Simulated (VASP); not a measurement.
All values below come from PBEsol GGA, VASP's PBE PAW potentials (set 64) (plane waves; VASP).

Input for VASP

**KPOINTS**
```
Automatic mesh
0
Gamma
10 10 10
0 0 0
```

### POSCAR
```
CoSi2
1
    0.0000000000     2.6158732867     2.6158732867
    2.6158732867     0.0000000000     2.6158732867
    2.6158732867     2.6158732867     0.0000000000
Co Si
1 2
Direct
  0.0000000000   1.0000000000   0.0000000000
  0.2500000000   0.2500000000   0.2500000000
  0.7500000000   0.7500000000   0.7500000000
```

**INCAR**
```
LASPH = T
GGA = PS
PREC = Accurate
LWAVE = F
EDIFFG = -0.01
ISIF = 3   # ions, shape and volume
LCHARG = F
LREAL = F   # projection in real space or not
EDIFF = 1E-7   # SCF stop (eV)
SYSTEM = CoSi2
ISMEAR = 1   # Methfessel-Paxton
NSW = 40   # most ionic steps
ALGO = Normal   # blocked Davidson
NELM = 100
IBRION = 2   # conjugate gradients
ENCUT = 480   # plane-wave cut-off (eV)
LMAXMIX = 4
SIGMA = 0.1
PSTRESS = 100
```

POTCAR, in this order: Co Si (PBE.64 set). Program: vasp_std.

What VASP printed:

File OSZICAR:
```
       N       E                     dE             d eps       ncg     rms          rms(c)
DAV:   1     0.706943153825E+02    0.70694E+02   -0.68470E+03  1144   0.128E+03
DAV:   2    -0.181581581385E+02   -0.88852E+02   -0.82837E+02  1144   0.256E+02
DAV:   3    -0.224540768553E+02   -0.42959E+01   -0.41485E+01  1452   0.651E+01
DAV:   4    -0.225461930714E+02   -0.92116E-01   -0.91810E-01  1396   0.912E+00
DAV:   5    -0.225491288679E+02   -0.29358E-02   -0.29349E-02  1452   0.169E+00    0.161E+01
DAV:   6    -0.255231074073E+02   -0.29740E+01   -0.40622E+01  1364   0.138E+02    0.164E+01
DAV:   7    -0.209792821582E+02    0.45438E+01   -0.16843E+01  1476   0.108E+02    0.409E+00
DAV:   8    -0.209664688433E+02    0.12813E-01   -0.93011E-01  1300   0.770E+00    0.180E+00
DAV:   9    -0.209326389181E+02    0.33830E-01   -0.10989E-01  1420   0.715E+00    0.441E-01
DAV:  10    -0.209323040717E+02    0.33485E-03   -0.76591E-03  1576   0.133E+00    0.130E-01
DAV:  11    -0.209320876086E+02    0.21646E-03   -0.94018E-04  1500   0.663E-01    0.455E-02
DAV:  12    -0.209320956190E+02   -0.80103E-05   -0.42989E-05  1324   0.644E-02    0.181E-02
DAV:  13    -0.209320948940E+02    0.72492E-06   -0.41890E-06  1760   0.337E-02    0.549E-03
DAV:  14    -0.209320949720E+02   -0.77988E-07   -0.48972E-07  1328   0.691E-03
   1 F= -.18697651E+02 E0= -.18698002E+02  d E =-.186977E+02
```

### OUTCAR
```
------------------------ aborting loop because EDIFF is reached ----------------------------------------
  FORCE on cell =-STRESS in cart. coord.  units (eV):
  Direction    XX          YY          ZZ          XY          YZ          ZX
  --------------------------------------------------------------------------------------
  Total        2.2228332      2.2228332      2.2228332      0.0000000     -0.0000000      0.0000000
  in kB       99.4803611     99.4803611     99.4803611      0.0000000     -0.0000000      0.0000000
  external PRESSURE =      -0.5196389 kB  Pullay stress =     100.0000000 kB
  volume of cell :       35.80
      direct lattice vectors                 reciprocal lattice vectors
     0.000000000  2.615873287  2.615873287    -0.191140757  0.191140757  0.191140757
     2.615873287  0.000000000  2.615873287     0.191140757 -0.191140757  0.191140757
     2.615873287  2.615873287  0.000000000     0.191140757  0.191140757 -0.191140757
 POSITION                                       TOTAL-FORCE (eV/Angst)
 -----------------------------------------------------------------------------------
      0.00000      0.00000      0.00000         0.000000     -0.000000     -0.000000
      1.30794      1.30794      1.30794         0.000000      0.000000      0.000000
      3.92381      3.92381      3.92381        -0.000000     -0.000000     -0.000000
 -----------------------------------------------------------------------------------
    total drift:                               -0.000000     -0.000000      0.000000
  FREE ENERGIE OF THE ION-ELECTRON SYSTEM (eV)
  ---------------------------------------------------
  free  energy   TOTEN  =       -20.9320949720 eV

  energy  without entropy=      -20.9331483581  energy(sigma->0) =      -20.93244610
  enthalpy is  TOTEN    =       -18.6976507297 eV   P V=        2.2344442424

 reached required accuracy - stopping structural energy minimisation
```
(Selected blocks of OUTCAR.)

File OUTCAR:
```
 val. band max:       10.9064890409   @ k =   0.4000   0.0000   0.0000

 cond. band min:      10.9988456625   @ k =  -0.2000   0.3000   0.1000


 Fermi energy:        10.9552841891

 k-point     1 :       0.0000    0.0000    0.0000
  band No.  band energies     occupation
      1      -2.7023      2.00000
      2       6.5638      2.00000
      3       6.5638      2.00000
      4       6.5638      2.00000
      5       8.8194      2.00000
      6       8.8194      2.00000
      7      12.4854     -0.00000
      8      14.4139      0.00000
      9      14.4139      0.00000
     10      14.6908      0.00000
     11      14.6908      0.00000
     12      14.6908      0.00000

 k-point     2 :       0.1000    0.0000    0.0000
  band No.  band energies     occupation
      1      -2.5419      2.00000
      2       6.2250      2.00000
      3       6.6206      2.00000
      4       6.6206      2.00000
      5       8.7711      2.00000
      6       8.7711      2.00000
      7      12.1983     -0.00000
      8      13.1180      0.00000
      9      13.6153      0.00000
     10      13.6153      0.00000
     11      15.5580      0.00000
     12      15.5580      0.00000

 k-point     3 :       0.2000    0.0000    0.0000
  band No.  band energies     occupation
      1      -2.0654      2.00000
      2       5.3142      2.00000
      3       6.7676      2.00000
      4       6.7676      2.00000
      5       8.6850      2.00000
      6       8.6850      2.00000
      7      10.6679      2.00037
      8      12.7033     -0.00000
      9      12.7033     -0.00000
     10      13.5146      0.00000
     11      15.4103      0.00000
     12      15.4103      0.00000

 k-point     4 :       0.3000    0.0000    0.0000
  band No.  band energies     occupation
      1      -1.2877      2.00000
      2       4.0215      2.00000
      3       6.9319      2.00000
      4       6.9319      2.00000
      5       8.7025      2.00000
      6       8.7025      2.00000
...
```

The compound is CoSi2 in the fluorite structure. It was relaxed first under an external pressure of 10 GPa. The run is not spin-polarised, so no magnetic state was tried. The electron count is odd and the run is not spin-polarised, which forces a metal.
